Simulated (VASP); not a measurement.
Here is the system:

```
CELL_PARAMETERS angstrom
      0.00000     2.24619     2.24619
      2.24619     0.00000     2.24619
      8.98421     8.98421     0.00057
ATOMIC_POSITIONS crystal
  Zr 0.00000 0.00000 0.00000
  N  0.49966 0.49966 0.12525
  N  0.49982 0.49982 0.37514
  N  0.50018 0.50018 0.62486
  N  0.50034 0.50034 0.87475
  Sc 0.99453 0.99453 0.25410
  Sc 0.00000 0.00000 0.50000
  Sc 0.00547 0.00547 0.74590
```

Level of theory: PBEsol GGA, VASP's PBE PAW potentials (set 64) (plane waves; VASP). Settings: 520 eV cut-off, Gaussian smearing of 0.050 eV, potentials Zr_sv N Sc_sv.

### Question
Give the energies of bands 25 to 38 at the high-symmetry points, in eV from the Fermi level.

### Answer

```json
[
 {"band": "25", "Γ": "-4.30", "T": "-3.53", "H2": "-4.21", "L": "-4.36", "S0": "-4.22", "F": "-4.58"},
 {"band": "26", "Γ": "-3.06", "T": "-3.53", "H2": "-4.18", "L": "-4.09", "S0": "-4.17", "F": "-4.10"},
 {"band": "27", "Γ": "-3.06", "T": "-2.63", "H2": "-3.99", "L": "-3.67", "S0": "-3.99", "F": "-3.69"},
 {"band": "28", "Γ": "-3.04", "T": "-2.34", "H2": "-3.90", "L": "-3.55", "S0": "-3.90", "F": "-3.59"},
 {"band": "29", "Γ": "-3.04", "T": "-2.15", "H2": "-3.90", "L": "-3.18", "S0": "-3.90", "F": "-3.21"},
 {"band": "30", "Γ": "-1.37", "T": "-2.15", "H2": "-3.58", "L": "-3.10", "S0": "-3.58", "F": "-3.17"},
 {"band": "31", "Γ": "-1.32", "T": "-1.89", "H2": "-3.23", "L": "-2.64", "S0": "-3.23", "F": "-2.19"},
 {"band": "32", "Γ": "-1.32", "T": "-1.89", "H2": "-3.17", "L": "-2.33", "S0": "-3.18", "F": "-2.10"},
 {"band": "33", "Γ": "0.88", "T": "1.02", "H2": "1.78", "L": "-0.80", "S0": "1.74", "F": "-1.73"},
 {"band": "34", "Γ": "0.88", "T": "1.02", "H2": "1.78", "L": "-0.37", "S0": "1.95", "F": "0.86"},
 {"band": "35", "Γ": "0.98", "T": "1.22", "H2": "2.11", "L": "2.58", "S0": "1.98", "F": "1.20"},
 {"band": "36", "Γ": "2.10", "T": "1.61", "H2": "2.61", "L": "2.95", "S0": "2.59", "F": "3.80"},
 {"band": "37", "Γ": "2.13", "T": "1.74", "H2": "2.86", "L": "3.91", "S0": "2.78", "F": "3.82"},
 {"band": "38", "Γ": "2.24", "T": "1.74", "H2": "2.90", "L": "3.94", "S0": "3.15", "F": "3.91"}
]
```

It has no gap at this level: it comes out as a metal or semimetal.

The structure was generated: Sc3ZrN4 was put into an ordered model structure (R-3m), which need not be its known phase. It was relaxed first. The electron count is odd and the run is not spin-polarised, which forces a metal.
